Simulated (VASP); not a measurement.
Crystal: GaN.

```
CELL_PARAMETERS angstrom
3.18893 0.00000 0.00000
-1.59447 2.76169 0.00000
0.00000 0.00000 5.19236
ATOMIC_POSITIONS crystal
Ga 0.66667 0.33333 0.49908
Ga 0.33333 0.66667 0.99908
N 0.66667 0.33333 0.87592
N 0.33333 0.66667 0.37592
```

The cell is a database's computed one.

```yaml
Program: VASP 6.6.1
Task: relaxation of cell and atoms
Functional: PBE
Potentials_or_basis: VASP PAW PBE potentials, release 64 (Ga_d, N)
Cutoff: 600 eV
k_mesh: 11 × 11 × 6
Occupations: gaussian, width 0.02 eV
Spin: no spin polarisation
```

At the start: pressure 4.6 GPa; volume 11.43 Å³/atom.

**Question.** Where does the relaxation end?

**Answer.** Over 14 steps the energy falls by 5.0 meV/atom and the volume is 11.75 Å³/atom (+2.8 %); space group P6_3mc (No. 186, to 0.05 Å).

Step by step:
```tsv
step	energy change (eV)	largest force (eV/Å)	pressure (GPa)	volume (Å³)
1	0.0000	0.0055	4.60	45.73
2	-0.0109	0.0041	-3.11	47.94
3	-0.0199	0.0003	-0.20	47.06
4	-0.0199	0.0005	0.05	47.01
5	-0.0199	0.0001	-0.35	47.03
6	-0.0197	0.0042	0.58	46.87
7	-0.0199	0.0008	0.08	47.00
8	-0.0199	0.0008	0.03	47.00
9	-0.0199	0.0007	0.08	47.01
10	-0.0199	0.0003	-0.12	47.02
11	-0.0199	0.0006	0.12	47.01
12	-0.0199	0.0005	-0.04	47.02
13	-0.0199	0.0005	0.01	47.01
14	-0.0200	0.0012	0.03	47.01
```

Final structure:
```cif
data_structure
_symmetry_space_group_name_H-M 'P 1'
_symmetry_Int_Tables_number 1
_cell_length_a 3.2179
_cell_length_b 3.2179
_cell_length_c 5.2426
_cell_angle_alpha 90.000
_cell_angle_beta 90.000
_cell_angle_gamma 120.000
_cell_volume 47.01
loop_
_atom_site_label
_atom_site_type_symbol
_atom_site_fract_x
_atom_site_fract_y
_atom_site_fract_z
_atom_site_occupancy
Ga1 Ga 0.66667 0.33333 0.49912 1
Ga2 Ga 0.33333 0.66667 0.99912 1
N1 N 0.66667 0.33333 0.87588 1
N2 N 0.33333 0.66667 0.37588 1
```
